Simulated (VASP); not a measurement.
# NaLa (P-6m2) in VASP: convergence with SIGMA

Aim: find how far SIGMA must go before the results for NaLa settle, at PBE. This setting moves, with any that are tied to it; all else stays.

Program: VASP 6.6.1. These are calculated values, not measurements. Logs are shortened: lines on timing, memory, paths and dates and some standing lists are left out, and cuts for length are marked.

**1. The crystal as given**

The structure is hexagonal, space group P-6m2 (No. 187). The conventional cell has a = 3.606 Å, b = 3.606 Å, c = 6.484 Å, α = 90.00°, β = 90.00°, γ = 120.00°. La (site symmetry -6m2) has 6 La at 3.61 Å and 6 Na at 3.85 Å as nearest neighbours. Na (site symmetry -6m2) has 6 Na at 3.61 Å and 6 La at 3.85 Å as nearest neighbours.

The cell comes from a database or a generator and needn't be the stable form of this composition.

**2. With SIGMA 0.3 eV**

The input, INCAR:

```
PREC = Accurate
ENCUT = 520
EDIFF = 1E-6
ISMEAR = 0
SIGMA = 0.3
LREAL = False
LASPH = True
NELM = 80
ALGO = Normal
ISIF = 2
LWAVE = False
LCHARG = False
GGA = PE
```

The input, KPOINTS:

```
Automatic mesh
0
Gamma
  9 9 4
```

The input, POSCAR:

```
NaLa
1.0
    3.6062507687      0.0000000000      0.0000000000
   -1.8031253843      3.1231047781      0.0000000000
    0.0000000000      0.0000000000      6.4837820000
La Na
1 1
Direct
    0.3333333333      0.6666666667      0.5000000000
    0.0000000000      0.0000000000      0.0000000000
```

Potentials or basis: VASP PAW PBE potentials, release 64 (La, Na_pv).

The run is started by

```bash
cat potpaw_PBE.64/La/POTCAR potpaw_PBE.64/Na_pv/POTCAR > POTCAR
mpirun -np 1 vasp_std > vasp.out
```

Wall time 46 s (1 thread of Intel Xeon Platinum 8375C at 2.90GHz (Ice Lake), shared host); peak memory 0.21 GiB.

What came out:

```
Free energy            : -5.8948 eV
Pressure               : 0.0 GPa
Band gap on the k mesh : none (metal or under the smearing width)
```

**3. With SIGMA 0.2 eV**

INCAR, as its differences from that of step 2:

```diff
@@ -4,3 +4,3 @@
 ISMEAR = 0
-SIGMA = 0.3
+SIGMA = 0.2
 LREAL = False
```

KPOINTS is that of step 2.

POSCAR is that of step 2.

Potentials or basis: VASP PAW PBE potentials, release 64 (La, Na_pv).

The run is started by

```bash
cat potpaw_PBE.64/La/POTCAR potpaw_PBE.64/Na_pv/POTCAR > POTCAR
mpirun -np 1 vasp_std > vasp.out
```

It took 47 s on 1 thread of Intel Xeon Platinum 8375C at 2.90GHz (Ice Lake), shared host; peak memory 0.21 GiB.

Results:

```yaml
Free_energy: -5.8619 eV
Pressure: -0.1 GPa
Band_gap_on_the_k_mesh: none (metal or under the smearing width)
```

**4. With SIGMA 0.15 eV**

INCAR, as its differences from that of step 3:

```diff
@@ -4,3 +4,3 @@
 ISMEAR = 0
-SIGMA = 0.2
+SIGMA = 0.15
 LREAL = False
```

KPOINTS is that of step 3.

POSCAR is that of step 3.

The run is started by

```bash
cat potpaw_PBE.64/La/POTCAR potpaw_PBE.64/Na_pv/POTCAR > POTCAR
mpirun -np 1 vasp_std > vasp.out
```

It took 43 s on 1 thread of Intel Xeon Platinum 8375C at 2.90GHz (Ice Lake), shared host; peak memory 0.21 GiB.

What came out:

| Quantity | Value |
| --- | --- |
| Free energy | -5.8495 eV |
| Pressure | -0.1 GPa |
| Band gap on the k mesh | none (metal or under the smearing width) |

**5. With SIGMA 0.1 eV**

INCAR, as its differences from that of step 4:

```diff
@@ -4,3 +4,3 @@
 ISMEAR = 0
-SIGMA = 0.15
+SIGMA = 0.1
 LREAL = False
```

KPOINTS is that of step 4.

POSCAR is that of step 4.

The run is started by

```bash
cat potpaw_PBE.64/La/POTCAR potpaw_PBE.64/Na_pv/POTCAR > POTCAR
mpirun -np 1 vasp_std > vasp.out
```

It took 42 s on 1 thread of Intel Xeon Platinum 8375C at 2.90GHz (Ice Lake), shared host; peak memory 0.21 GiB.

Results:

```yaml
Free_energy: -5.8397 eV
Pressure: -0.1 GPa
Band_gap_on_the_k_mesh: none (metal or under the smearing width)
```

**6. With SIGMA 0.05 eV**

INCAR, as its differences from that of step 5:

```diff
@@ -4,3 +4,3 @@
 ISMEAR = 0
-SIGMA = 0.1
+SIGMA = 0.05
 LREAL = False
```

KPOINTS is that of step 5.

POSCAR is that of step 5.

Potentials or basis: VASP PAW PBE potentials, release 64 (La, Na_pv).

The run is started by

```bash
cat potpaw_PBE.64/La/POTCAR potpaw_PBE.64/Na_pv/POTCAR > POTCAR
mpirun -np 1 vasp_std > vasp.out
```

Wall time 45 s (1 thread of Intel Xeon Platinum 8375C at 2.90GHz (Ice Lake), shared host); peak memory 0.21 GiB.

What came out:

- Free energy: -5.8329 eV
- Pressure: 0.0 GPa
- Band gap on the k mesh: none (metal or under the smearing width)

**7. With SIGMA 0.02 eV**

INCAR, as its differences from that of step 6:

```diff
@@ -4,3 +4,3 @@
 ISMEAR = 0
-SIGMA = 0.05
+SIGMA = 0.02
 LREAL = False
```

KPOINTS is that of step 6.

POSCAR is that of step 6.

The run is started by

```bash
cat potpaw_PBE.64/La/POTCAR potpaw_PBE.64/Na_pv/POTCAR > POTCAR
mpirun -np 1 vasp_std > vasp.out
```

Run time: 47 s. Hardware: 1 thread of Intel Xeon Platinum 8375C at 2.90GHz (Ice Lake), shared host; peak memory 0.21 GiB.

Results:

| Property | Result |
| --- | --- |
| Free energy | -5.8307 eV |
| Pressure | 0.0 GPa |
| Band gap on the k mesh | none (metal or under the smearing width) |

**8. With SIGMA 0.01 eV**

INCAR, as its differences from that of step 7:

```diff
@@ -4,3 +4,3 @@
 ISMEAR = 0
-SIGMA = 0.02
+SIGMA = 0.01
 LREAL = False
```

KPOINTS is that of step 7.

POSCAR is that of step 7.

Potentials or basis: VASP PAW PBE potentials, release 64 (La, Na_pv).

The run is started by

```bash
cat potpaw_PBE.64/La/POTCAR potpaw_PBE.64/Na_pv/POTCAR > POTCAR
mpirun -np 1 vasp_std > vasp.out
```

OUTCAR:

```text
PREC = Accurate
   ENCUT = 520
   EDIFF = 1E-6
   ISMEAR = 0
   LREAL = False
   LASPH = True
   NELM = 80
   ISIF = 2
   GGA = PE

 ion  position               nearest neighbor table
   1  0.333  0.667  0.500-
   2  0.000  0.000  0.000-

  LATTYP: Found a hexagonal cell.
 ALAT       =     3.6062507687
 C/A-ratio  =     1.7979287675

  Lattice vectors:

 A1 = (   3.6062507687,   0.0000000000,   0.0000000000)
 A2 = (  -1.8031253843,   3.1231047781,   0.0000000000)
 A3 = (   0.0000000000,   0.0000000000,   6.4837820000)

Analysis of symmetry for initial positions (statically):
=====================================================================
 Subroutine PRICEL returns:
 Original cell was already a primitive cell.

 Routine SETGRP: Setting up the symmetry group for a
 hexagonal supercell.

 Subroutine GETGRP returns: Found 12 space group operations
 (whereof 12 operations were pure point group operations)
 out of a pool of 24 trial point group operations.

The static configuration has the point symmetry D_3h.

Analysis of symmetry for dynamics (positions and initial velocities):
=====================================================================
 Subroutine PRICEL returns:
 Original cell was already a primitive cell.

 Routine SETGRP: Setting up the symmetry group for a
 hexagonal supercell.

 Subroutine GETGRP returns: Found 12 space group operations
 (whereof 12 operations were pure point group operations)
 out of a pool of 24 trial point group operations.

The dynamic configuration has the point symmetry D_3h.

 Subroutine INISYM returns: Found 12 space group operations
 (whereof 12 operations are pure point group operations),
 and found     1 'primitive' translations

----------------------------------------------------------------------------------------

                                     Primitive cell

  volume of cell :      73.0249

  direct lattice vectors                    reciprocal lattice vectors
     3.606250769  0.000000000  0.000000000     0.277296301  0.160097094  0.000000000
    -1.803125384  3.123104778  0.000000000     0.000000000  0.320194188  0.000000000
     0.000000000  0.000000000  6.483782000     0.000000000  0.000000000  0.154230972

  length of vectors
     3.606250769  3.606250769  6.483782000     0.320194188  0.320194188  0.154230972

  position of ions in fractional coordinates (direct lattice)
     0.333333333  0.666666667  0.500000000
     0.000000000  0.000000000  0.000000000

  ion indices of the primitive-cell ions
   primitive index   ion index
                 1           1
                 2           2

----------------------------------------------------------------------------------------

 KPOINTS: Automatic mesh

Automatic generation of k-mesh.
 Grid dimensions read from file:
 generate k-points for:    9    9    4

 Generating k-lattice:

  Cartesian coordinates                     Fractional coordinates (reciprocal lattice)
     0.030810700  0.017788566  0.000000000     0.111111111  0.000000000  0.000000000
     0.000000000  0.035577132  0.000000000     0.000000000  0.111111111  0.000000000
     0.000000000  0.000000000  0.038557743     0.000000000  0.000000000  0.250000000

  Length of vectors
     0.035577132  0.035577132  0.038557743

  Shift w.r.t. Gamma in fractional coordinates (k-lattice)
     0.000000000  0.000000000  0.000000000

 Subroutine IBZKPT returns following result:
 ===========================================

 Found     36 irreducible k-points:

 Following reciprocal coordinates:
            Coordinates               Weight
  0.000000  0.000000  0.000000      1.000000
  0.111111  0.000000  0.000000      6.000000
  0.222222  0.000000  0.000000      6.000000
  0.333333  0.000000  0.000000      6.000000
  0.444444  0.000000  0.000000      6.000000
  0.111111  0.111111  0.000000      6.000000
[... 16 lines left out ...]
  0.333333  0.222222  0.250000     24.000000
  0.333333  0.333333  0.250000      4.000000
 [... further k-points ...]
   k-points           NKPTS =     36   k-points in BZ     NKDIM =     36   number of bands    NBANDS=     13
   number of dos      NEDOS =    301   number of ions     NIONS =      2
   total plane-waves  NPLWV =  37632
   dimension x,y,z NGX =    28 NGY =   28 NGZ =   48
   dimension x,y,z NGXF=    56 NGYF=   56 NGZF=   96
   ions per type =               1   1
   NGX,Y,Z   is equivalent  to a cutoff of  12.91, 12.91, 12.31 a.u.
   NGXF,Y,Z  is equivalent  to a cutoff of  25.82, 25.82, 24.61 a.u.
 SYSTEM =  unknown system
   PREC   = accura    normal or accurate (medium, high low for compatibility)
   ISTART =      0    job   : 0-new  1-cont  2-samecut
   ICHARG =      2    charge: 1-file 2-atom 10-const
   ISPIN  =      1    spin polarized calculation?
   LNONCOLLINEAR =      F non collinear calculations
   LSORBIT =      F    spin-orbit coupling
   LASPH  =      T    aspherical Exc in radial PAW
   ENCUT  =  520.0 eV  38.22 Ry    6.18 a.u.   6.71  6.71 12.06*2*pi/ulx,y,z
   NELM   =     80;   NELMIN=  2; NELMDL= -5     # of ELM steps
   EDIFF  = 0.1E-05   stopping-criterion for ELM
   LREAL  =      F    real-space projection
   EDIFFG = 0.1E-04   stopping-criterion for IOM
   NSW    =      0    number of steps for IOM
   IBRION =     -1    ionic relax: 0-MD 1-quasi-New 2-CG
   NFREE  =      0    steps in history (QN), initial steepest desc. (CG)
   ISIF   =      2    stress and relaxation
   ISYM   =      2    0-nonsym 1-usesym 2-fastsym
   POTIM  = 0.5000    time-step for ionic-motion
   TEBEG  =    0.0;   TEEND  =   0.0 temperature during run
   PSTRESS=    0.0 pullay stress
   NELECT =      18.0000    total number of electrons
   NUPDOWN=      -1.0000    fix difference up-down
   EMIN   =  10.00;   EMAX   =-10.00  energy-range for DOS
   EFERMI =   0.00;   METHOD = LEGACY
   ISMEAR =     0;   SIGMA  =   0.01  broadening in eV -4-tet -1-fermi 0-gaus
   EFERMI_NEDOS =   21; number of points for ismear=-14 and -15
   IALGO  =     38    algorithm
   IMIX   =      4    mixing-type and parameters
     AMIX     =   0.40;   BMIX     =  1.00
     AMIX_MAG =   1.60;   BMIX_MAG =  1.00
  volume/ion in A,a.u.               =      36.51       246.40
  Fermi-wavevector in a.u.,A,eV,Ry     =   1.026460  1.939728 14.335373  1.053620
  Thomas-Fermi vector in A             =   2.160354
   LORBIT       =      0    0 simple, 1 ext, 2 COOP (PROOUT), +10 PAW based schemes
   GGA     = PE    functional components
   LHFCALC =     F    Hartree Fock is set to
   AEXX    =    0.0000 exact exchange contribution
   IVDW    =     0    specifies the selected vdW correction
   LEPSILON=     F    determine dielectric tensor
   LRPA    =     F    only Hartree local field effects (RPA)
 non-spin polarized calculation
 Gauss-broadening in eV      SIGMA  =   0.01
  energy-cutoff  :      520.00
  volume of cell :       73.02
 maximum number of plane-waves:      1988
 NGX is ok and might be reduce to    28
   NGX = 13   NGY = 13   NGZ = 25

 number of electron      17.9999986 magnetization

 Free energy of the ion-electron system (eV)
  ---------------------------------------------------
  ext. energy  EPLUGINS =         0.00000000
  ---------------------------------------------------
  free energy    TOTEN  =        -5.83020138 eV

  energy without entropy =       -5.82973225  energy(sigma->0) =       -5.82996681

 E-fermi :   4.2000     XC(G=0):  -8.1423

 val. band max:        4.1989077610   @ k =   0.2222   0.2222   0.2500
 cond. band min:       4.2004850451   @ k =   0.3333   0.3333   0.2500
 fundamental gap:      0.0015772841
 Fermi energy:         4.1999575095

 k-point     1 :       0.0000    0.0000    0.0000
  band No.  band energies     occupation
      1     -28.9345      2.00000
      2     -20.2497      2.00000
      3     -20.2491      2.00000
      4     -20.2491      2.00000
      5     -12.7242      2.00000
      6     -11.8552      2.00000
      7     -11.8552      2.00000
      8       0.9034      2.00000
      9       2.9695      2.00000
     10       4.9396      0.00000
     11       5.3053      0.00000
     12       5.8314      0.00000
     13       5.8562      0.00000
[... 353 lines left out ...]
 k-point    24 :       0.3333    0.3333    0.2500
  band No.  band energies     occupation
      1     -28.7149      2.00000
      2     -20.2773      2.00000
      3     -20.2769      2.00000
      4     -20.2426      2.00000
      5     -12.8594      2.00000
      6     -12.8570      2.00000
      7     -12.4513      2.00000
      8       4.2005      0.94053
      9       4.2053      0.44957
     10       5.1324      0.00000
     11       5.1757      0.00000
     12       5.4588      0.00000
     13       5.5699      0.00000

 [... further k-points ...]

------------------------ aborting loop because EDIFF is reached ----------------------------------------

  FORCE on cell =-STRESS in cart. coord.  units (eV):
  Direction    XX          YY          ZZ          XY          YZ          ZX
  --------------------------------------------------------------------------------------
  -------------------------------------------------------------------------------------
  Total        0.0149110      0.0149110     -0.0190328      0.0000000      0.0000000      0.0000000
  in kB        0.3271501      0.3271501     -0.4175827      0.0000000      0.0000000      0.0000000
  external PRESSURE =       0.0789058 kB  Pullay stress =       0.0000000 kB

 VOLUME and BASIS-vectors are now :
 -----------------------------------------------------------------------------
  energy-cutoff  :      520.00
  volume of cell :       73.02
      direct lattice vectors                 reciprocal lattice vectors
     3.606250769  0.000000000  0.000000000     0.277296301  0.160097094  0.000000000
    -1.803125384  3.123104778  0.000000000     0.000000000  0.320194188  0.000000000
     0.000000000  0.000000000  6.483782000     0.000000000  0.000000000  0.154230972

 POSITION                                       TOTAL-FORCE (eV/Angst)
 -----------------------------------------------------------------------------------
     -0.00000      2.08207      3.24189         0.000000      0.000000      0.000000
      0.00000      0.00000      0.00000         0.000000      0.000000      0.000000
 -----------------------------------------------------------------------------------
    total drift:                                0.000000     -0.000000     -0.000000

  FREE ENERGIE OF THE ION-ELECTRON SYSTEM (eV)
  ---------------------------------------------------
  free  energy   TOTEN  =        -5.8302013774 eV

  energy  without entropy=       -5.8297322493  energy(sigma->0) =       -5.82996681
```

It took 45 s on 1 thread of Intel Xeon Platinum 8375C at 2.90GHz (Ice Lake), shared host; peak memory 0.21 GiB.

Results:

- Free energy: -5.8302 eV
- Pressure: 0.0 GPa
- Band gap on the k mesh: none (metal or under the smearing width)

**9. Result**

| SIGMA | energy less the tightest run, at zero smearing (meV/atom) | pressure (GPa) | SCF cycles | CPU time (s) | peak memory (GiB) |
| --- | --- | --- | --- | --- | --- |
| 0.3 eV | -3.68 | -0.04 | 15 | 46 | 0.21 |
| 0.2 eV | -2.24 | -0.09 | 13 | 47 | 0.21 |
| 0.15 eV | -1.42 | -0.09 | 14 | 42 | 0.21 |
| 0.1 eV | -0.63 | -0.07 | 14 | 41 | 0.21 |
| 0.05 eV | -0.23 | -0.02 | 14 | 44 | 0.21 |
| 0.02 eV | -0.10 | 0.01 | 15 | 47 | 0.21 |
| 0.01 eV | 0.00 | 0.01 | 15 | 44 | 0.21 |

Against the tightest run, the energy stays within 1 meV/atom from 0.1 eV on; the pressure stays within 0.1 GPa from 0.3 eV on. Narrower smearing needs a denser k mesh, so at a fixed mesh the narrowest width isn't the most accurate. The tightest run that finished is the yardstick and may itself not be fully converged.
